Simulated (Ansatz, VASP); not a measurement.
## Tl2S in two plane-wave programs

One calculation is typed for both programs; each brings its own data sets. How far apart do they land? The cell is generated by rule, not measured, and may not be a known phase. The cell is taken from a series of runs on this material, whose earlier steps may have relaxed, scaled, displaced or heated it; both programs get it as it stands.

Main program and level: Ansatz 0.2.0; plane waves, with VASP 6.6.1 beside it; relaxation of cell and atoms at PBEsol.

**1. The starting structure**

Symmetry: Pn-3m, No. 224, cubic system. Conventional cell: a = 6.637 Å, b = 6.637 Å, c = 6.637 Å, α = 90.00°, β = 90.00°, γ = 90.00°. Nearest to S lie 4 Tl at 2.87 Å. Nearest to Tl lie 2 S at 2.87 Å. Farther neighbours and most contacts between anions are not listed.

As a file:

```xyz
6
Lattice="6.6368 0.0000 0.0000 0.0000 6.6368 0.0000 0.0000 0.0000 6.6368" Properties=species:S:1:pos:R:3 pbc="T T T"
S     0.0000    0.0000    0.0000
S     3.3184    3.3184    3.3184
Tl    1.6592    1.6592    1.6592
Tl    4.9776    4.9776    1.6592
Tl    4.9776    1.6592    4.9776
Tl    1.6592    4.9776    4.9776
```

**2. VASP: relaxation of cell and atoms, PBEsol, pair 1**

The relaxed volume is the usual yardstick between codes: in a stiff, nearly cubic crystal its relative difference is about their pressure difference at one cell divided by the bulk modulus.

Lines of VASP's logs that name or quote its potential files are left out, and so is its time.

Input file INCAR:

```
SYSTEM = Tl2S
PREC = Accurate
ENCUT = 500
EDIFF = 1E-07
NELM = 120
ISMEAR = 0
SIGMA = 0.1
LREAL = .FALSE.
ALGO = Normal
GGA = PS
NBANDS = 39
LORBIT = 11
LWAVE = .FALSE.
LCHARG = .FALSE.
ISIF = 3
IBRION = 2
NSW = 80
EDIFFG = -0.005
LASPH = .TRUE.
GGA_COMPAT = .FALSE.
NELMIN = 4
KPAR = 2
```

Input file POSCAR:

```
Tl2S
1.0
    6.6368290000      0.0000000000      0.0000000000
    0.0000000000      6.6368290000      0.0000000000
    0.0000000000      0.0000000000      6.6368290000
S Tl
2 4
Direct
    0.0000000000      0.0000000000      0.0000000000
    0.4999999247      0.4999999247      0.4999999247
    0.2499999623      0.2499999623      0.2499999623
    0.7499998870      0.7499998870      0.2499999623
    0.7499998870      0.2499999623      0.7499998870
    0.2499999623      0.7499998870      0.7499998870
```

Input file KPOINTS:

```
Automatic mesh
0
Gamma
6 6 6
0 0 0
```

PAW data sets: S and Tl_d (PBE family, release 64).

The run is started by

```console
$ mpirun -np 2 vasp_std
```

Numbers of over 12 decimals in the logs are rounded to 6 here.

The log of the run:

```text
[banner, memory and clock lines left out]
running    2 mpi-ranks, on    1 nodes
 distrk:  each k-point on    1 cores,    2 groups
 distr:  one band on    1 cores,    1 groups

 POSCAR found type information on POSCAR S Tl
 POSCAR found :  2 types and       6 ions
|                                                                             |
|               ----> ADVICE to this user running VASP <----                  |
|                                                                             |
|     You enforced a specific xc type in the INCAR file but a different       |
|     [... a line on the potential file left out ...]
|     I HOPE YOU KNOW WHAT YOU ARE DOING!                                     |
|                                                                             |

 LDA part: xc-table for (Slater+PW92), standard interpolation
 POSCAR, INCAR and KPOINTS ok, starting setup
 FFT: planning ... GRIDC
 FFT: planning ... GRID_SOFT
 FFT: planning ... GRID
 WAVECAR not read
 entering main loop
       N       E                     dE             d eps       ncg     rms          rms(c)
DAV:   1     0.344223976411E+03    0.34422E+03   -0.29074E+04  1568   0.134E+03
DAV:   2     0.411030278389E+01   -0.34011E+03   -0.32575E+03  1722   0.284E+02
DAV:   3    -0.201447149684E+02   -0.24255E+02   -0.23339E+02  1892   0.535E+01
DAV:   4    -0.206379340696E+02   -0.49322E+00   -0.49267E+00  1763   0.757E+00
DAV:   5    -0.206513205643E+02   -0.13386E-01   -0.13385E-01  2125   0.124E+00    0.919E+00
DAV:   6    -0.174726870197E+02    0.31786E+01   -0.73096E+00  1720   0.894E+00    0.659E+00
DAV:   7    -0.174516579853E+02    0.21029E-01   -0.16225E+00  1752   0.344E+00    0.287E+00
DAV:   8    -0.174585313298E+02   -0.68733E-02   -0.43726E-01  1707   0.253E+00    0.157E+00
DAV:   9    -0.174140497176E+02    0.44482E-01   -0.30290E-01  1718   0.224E+00    0.112E+00
DAV:  10    -0.174027297899E+02    0.11320E-01   -0.47723E-02  1684   0.984E-01    0.296E-01
DAV:  11    -0.174767061008E+02   -0.73976E-01   -0.17583E-01  1772   0.170E+00    0.168E+00
DAV:  12    -0.174043626544E+02    0.72343E-01   -0.17807E-01  1757   0.161E+00    0.278E-01
DAV:  13    -0.174061453819E+02   -0.17827E-02   -0.14736E-02  1681   0.338E-01    0.140E-01
DAV:  14    -0.174058360273E+02    0.30935E-03   -0.43692E-04  1865   0.680E-02    0.103E-01
DAV:  15    -0.174054508398E+02    0.38519E-03   -0.65917E-04  1774   0.818E-02    0.323E-02
DAV:  16    -0.174054275375E+02    0.23302E-04   -0.18445E-04  1826   0.396E-02    0.226E-02
DAV:  17    -0.174054264833E+02    0.10542E-05   -0.41981E-06  1743   0.660E-03    0.192E-02
DAV:  18    -0.174054233323E+02    0.31510E-05   -0.30670E-06  1702   0.668E-03    0.975E-03
DAV:  19    -0.174054233446E+02   -0.12351E-07   -0.62759E-06  1801   0.845E-03    0.356E-03
DAV:  20    -0.174054229505E+02    0.39413E-06   -0.95628E-07  1607   0.331E-03    0.218E-03
DAV:  21    -0.174054228726E+02    0.77917E-07   -0.36972E-07  1335   0.177E-03
   1 F= -.17405423E+02 E0= -.17402524E+02  d E =-.174054E+02
 curvature:   0.00 expect dE= 0.000E+00 dE for cont linesearch  0.000E+00
 trial: gam= 0.00000 g(F)=  0.138E-39 g(S)=  0.102E-03 ort = 0.000E+00 (trialstep = 0.100E+01)
 search vector abs. value=  0.102E-03
 bond charge predicted
       N       E                     dE             d eps       ncg     rms          rms(c)
DAV:   1    -0.174072618538E+02   -0.18389E-02   -0.32290E-02  1574   0.105E+00    0.268E-01
DAV:   2    -0.174057171224E+02    0.15447E-02   -0.39246E-03  1574   0.312E-01    0.764E-02
DAV:   3    -0.174055172348E+02    0.19989E-03   -0.55295E-04  1574   0.152E-01    0.535E-02
DAV:   4    -0.174054988236E+02    0.18411E-04   -0.10628E-04  1632   0.522E-02    0.425E-02
DAV:   5    -0.174055003325E+02   -0.15088E-05   -0.15314E-05  1675   0.141E-02    0.672E-03
DAV:   6    -0.174054997894E+02    0.54306E-06   -0.47912E-06  1658   0.132E-02    0.259E-03
DAV:   7    -0.174055000193E+02   -0.22985E-06   -0.79278E-07  1512   0.356E-03    0.802E-04
DAV:   8    -0.174055000231E+02   -0.38535E-08   -0.42442E-08   934   0.947E-04
   2 F= -.17405500E+02 E0= -.17402550E+02  d E =-.771505E-04
 trial-energy change:   -0.000077  1 .order   -0.000077   -0.000102   -0.000052
 step:   2.0458(harm=  2.0458)  dis= 0.00000  next Energy=   -17.405527 (dE=-0.104E-03)
 bond charge predicted
       N       E                     dE             d eps       ncg     rms          rms(c)
DAV:   1    -0.174074539165E+02   -0.19539E-02   -0.35339E-02  1574   0.110E+00    0.281E-01
DAV:   2    -0.174057628101E+02    0.16911E-02   -0.43029E-03  1574   0.327E-01    0.800E-02
DAV:   3    -0.174055436374E+02    0.21917E-03   -0.60537E-04  1574   0.159E-01    0.560E-02
DAV:   4    -0.174055231451E+02    0.20492E-04   -0.11741E-04  1618   0.549E-02    0.446E-02
DAV:   5    -0.174055246501E+02   -0.15050E-05   -0.16870E-05  1674   0.148E-02    0.707E-03
DAV:   6    -0.174055240036E+02    0.64651E-06   -0.52881E-06  1630   0.139E-02    0.273E-03
DAV:   7    -0.174055242516E+02   -0.24803E-06   -0.87844E-07  1484   0.374E-03    0.826E-04
DAV:   8    -0.174055242549E+02   -0.32660E-08   -0.47679E-08   948   0.101E-03
   3 F= -.17405524E+02 E0= -.17402522E+02  d E =-.101382E-03
 curvature:  -1.02 expect dE=-0.110E-06 dE for cont linesearch -0.110E-06
 trial: gam= 0.00000 g(F)=  0.236E-39 g(S)=  0.107E-06 ort =-0.331E-05 (trialstep = 0.121E+01)
 search vector abs. value=  0.108E-06
 reached required accuracy - stopping structural energy minimisation
```

Parts of OUTCAR (step 2):

```text
ion  position               nearest neighbor table
   1  0.000  0.000  0.000-   3 2.87   4 2.87   5 2.87   6 2.87
   2  0.500  0.500  0.500-   4 2.87   5 2.87   6 2.87   3 2.87
   3  0.250  0.250  0.250-   1 2.87   2 2.87
   4  0.750  0.750  0.250-   2 2.87   1 2.87
   5  0.750  0.250  0.750-   2 2.87   1 2.87
   6  0.250  0.750  0.750-   2 2.87   1 2.87

  LATTYP: Found a simple cubic cell.
 ALAT       =     6.6368290000

 Subroutine GETGRP returns: Found 48 space group operations
 (whereof 24 operations were pure point group operations)

The static configuration has the point symmetry T_d .
 The point group associated with its full space group is O_h .

 Found     20 irreducible k-points:

   k-points           NKPTS =     20   k-points in BZ     NKDIM =     20   number of bands    NBANDS=     39

   dimension x,y,z NGX =    48 NGY =   48 NGZ =   48
   dimension x,y,z NGXF=    96 NGYF=   96 NGZF=   96

   ENCUT  =  500.0 eV  36.75 Ry    6.06 a.u.  12.10 12.10 12.10*2*pi/ulx,y,z

   NELECT =      64.0000    total number of electrons

 k-points in reciprocal lattice and weights: Automatic mesh
   0.00000000  0.00000000  0.00000000       0.005
   0.16666667  0.00000000  0.00000000       0.028
   0.33333333  0.00000000  0.00000000       0.028
   0.50000000  0.00000000  0.00000000       0.014
   0.16666667  0.16666667  0.00000000       0.056
   0.33333333  0.16666667  0.00000000       0.111
   0.50000000  0.16666667  0.00000000       0.056
   0.33333333  0.33333333  0.00000000       0.056
   0.50000000  0.33333333  0.00000000       0.056
[...]
0.50000000  0.50000000  0.33333333       0.028
   0.50000000  0.50000000  0.50000000       0.005

 average (electrostatic) potential at core
       1 -89.0979       2 -89.0979       3 -87.8047       4 -87.8047       5 -87.8047
       6 -87.8047

 E-fermi :   1.3899

 k-point     1 :       0.0000    0.0000    0.0000
  band No.  band energies     occupation
    ...
     30       1.3209      1.67096
     31       1.3209      1.67096
     32       1.3545      1.38391
     33       1.3545      1.38391
     34       1.3545      1.38388
     35       3.7202      0.00000
     36       3.7202      0.00000
     37       3.7202      0.00000
     38       4.8332      0.00000
     39       5.1198      0.00000

 k-point     2 :       0.1667    0.0000    0.0000
  band No.  band energies     occupation
    ...
     29      -0.8199      2.00000
     30       1.1539      1.99916
     31       1.2851      1.86186
     32       1.2851      1.86185
     33       1.4199      0.67203
     34       1.5508      0.02294
     35       3.4027      0.00000
     36       3.7518      0.00000
     37       3.7518      0.00000
     38       4.5042      0.00000
    ...

 k-point     3 :       0.3333    0.0000    0.0000
  band No.  band energies     occupation
    ...
     28      -1.0009      2.00000
     29      -0.3602      2.00000
     30       0.7586      2.00000
     31       1.1660      1.99846
     32       1.1660      1.99846
     33       1.7116      0.00001
     34       2.0285      0.00000
     35       2.7802      0.00000
     36       3.5788      0.00000
     37       3.7098      0.00000
    ...

  Total        0.0021109      0.0021109      0.0021109      0.0000000      0.0000000     -0.0000000
  in kB        0.0116062      0.0116062      0.0116062      0.0000000      0.0000000     -0.0000000
  external PRESSURE =       0.0116062 kB  Pullay stress =       0.0000000 kB

  energy-cutoff  :      500.00
  volume of cell :      291.40
      direct lattice vectors                 reciprocal lattice vectors
     6.629730181  0.000000000 -0.000000000     0.150835701 -0.000000000 -0.000000000
     0.000000000  6.629730181 -0.000000000     0.000000000  0.150835701  0.000000000
     0.000000000 -0.000000000  6.629730181     0.000000000  0.000000000  0.150835701

 POSITION                                       TOTAL-FORCE (eV/Angst)
 -----------------------------------------------------------------------------------
      0.00000      0.00000     -0.00000         0.000000      0.000000      0.000000
      3.31486      3.31486      3.31486         0.000000      0.000000     -0.000000
      1.65743      1.65743      1.65743        -0.000000      0.000000      0.000000
      4.97230      4.97230      1.65743        -0.000000      0.000000      0.000000
      4.97230      1.65743      4.97230        -0.000000     -0.000000      0.000000
      1.65743      4.97230      4.97230         0.000000      0.000000     -0.000000
 -----------------------------------------------------------------------------------
    total drift:                                0.001762      0.001762      0.001762

  FREE ENERGIE OF THE ION-ELECTRON SYSTEM (eV)
  ---------------------------------------------------
  free  energy   TOTEN  =       -17.4055242549 eV

  energy  without entropy=      -17.3995201226  energy(sigma->0) =      -17.40252219

 reached required accuracy - stopping structural energy minimisation

 total charge
# of ion       s       p       d       tot
------------------------------------------
    1        1.362   2.274   0.000   3.636
    2        1.362   2.274   0.000   3.636
    3        1.271   0.206   9.666  11.142
    4        1.271   0.206   9.666  11.142
    5        1.271   0.206   9.666  11.142
    6        1.271   0.206   9.666  11.142
--------------------------------------------------
tot          7.807   5.371  38.662  51.840

[... 3 further parts left out ...]
```

CONTCAR:

```
Tl2S
   1.00000000000000
     6.6297301811544980    0.0000000000000000   -0.0000000000000000
     0.0000000000000000    6.6297301811544980   -0.0000000000000000
     0.0000000000000000   -0.0000000000000000    6.6297301811544980
  S               Tl
     2     4
Direct
     0.0000000000000000    0.0000000000000000    0.0000000000000000
     0.4999999246999991    0.4999999246999991    0.4999999246999991
     0.2499999623000022    0.2499999623000022    0.2499999623000022
     0.7499998870000013    0.7499998870000013    0.2499999623000022
     0.7499998870000013    0.2499999623000022    0.7499998870000013
     0.2499999623000022    0.7499998870000013    0.7499998870000013
```

The k-mesh is coarse for a metal.

(Continued in part 2 of 3.)

[Lines on the potential files, build, host, timing and source positions are cut from VASP's logs without a mark.]

[Logs are printed without paths, hosts, clocks, repeated set-up lines and the standing remarks that a program may print on its own settings, such as how far it seeks lower states.]

[Hosts, paths, dates, database ids (printed as entryN), source tags and the programs' standing remarks are cut or masked in the printed files.]
